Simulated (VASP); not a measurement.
Consider the following.

```
Sb
1.0
    4.58088     0.00000     0.00000
    0.00000     4.39998     0.00000
    0.00000     0.00000    20.98882
Sb
4
Cartesian
  2.46991   0.00000  11.88950
  4.40142   2.19999  11.88950
  2.11097   0.00000   9.09932
  0.17947   2.19999   9.09932
```

Method: PBEsol GGA, VASP's PBE PAW potentials (set 64) (plane waves; VASP 6.6.1). Numerical set-up: 400 eV cut-off, Gaussian smearing of 0.050 eV, potentials Sb.

The cell holds a wide vacuum, so values per volume refer to the whole cell. Unless said otherwise, spin-orbit coupling is left out, though it shifts the bands of the heavy elements here.

**Question.** Estimate the band gap (along the path) with the smallest direct gap where there is one.

**Answer.** 
```json
{
  "band gap (along the path)": "0.29 eV",
  "smallest direct gap (along the path)": "0.34 eV"
}
```

Total energies compare only between runs with the same potentials, cut-off and functional.

The cell is a sheet with vacuum, built from a generated structure.
